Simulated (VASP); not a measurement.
```xyz
4
Lattice="3.4666 0.0000 0.0000 0.0000 3.4666 0.0000 0.0000 0.0000 3.4666" Properties=species:S:1:pos:R:3 pbc="T T T"
Si     0.0000     0.0000     0.0000
Ni     0.0000     1.7333     1.7333
Ni     1.7333     0.0000     1.7333
Ni     1.7333     1.7333     0.0000
```

Computed with PBE GGA with D3 dispersion (Becke-Johnson damping), VASP's PBE PAW potentials (set 64) (plane waves; VASP). Run with 520 eV cut-off, 10×10×10 Γ-centred mesh, tetrahedra with Blöchl corrections, potentials Si Ni.

Estimate the energy per atom (σ→0), band gap (on the k-mesh) with the smallest direct gap where there is one.

The band gap (on the k-mesh) is none (metal, semimetal or under 0.01 eV). The energy per atom (σ→0) comes out as -6.423 eV/atom.

The absolute energy has meaning only against runs of the same code, potentials and settings.

The compound is Ni3Si in the L1_2 structure. It was relaxed first. The run is not spin-polarised, so no magnetic state was tried.
